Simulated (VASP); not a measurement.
Ba (bcc): the cohesive energy from VASP (plane waves, PAW) at several levels of theory. Atoms are spin-polarised in a large box without symmetry, with the spin fixed by Hund's rule, and may not be in the lowest state of each functional; no zero-point energy is added.

```tsv
level	cohesive energy (eV/atom)	error against measurement
LDA	2.24	+17.4 %
PBE	1.86	-2.4 %
AM05	1.90	-0.5 %
PBE-D3(BJ)	2.06	+7.9 %
revTPSS	2.09	+9.3 %
r2SCAN	2.02	+5.5 %
```

Measured: 1.91 eV/atom at 0 K (as given by Daniel Mejia-Rodriguez et al., Physical Review B (2018), arXiv:1807.09216; static lattice: zero-point vibration energy added).

The cell of the LDA run:

```
CELL_PARAMETERS angstrom
     -2.38584     2.38584     2.38584
      2.38584    -2.38584     2.38584
      2.38584     2.38584    -2.38584
ATOMIC_POSITIONS crystal
  Ba 0.00000 0.00000 0.00000
```

Only levels that ran to the end are used. Left out are those held back, those with too coarse a band path, GW runs whose mesh misses a band edge, hybrids' fits of cells that aren't cubic and levels without matching references; a question may draw on a part of the rest.

The compound is Ba in the bcc structure.
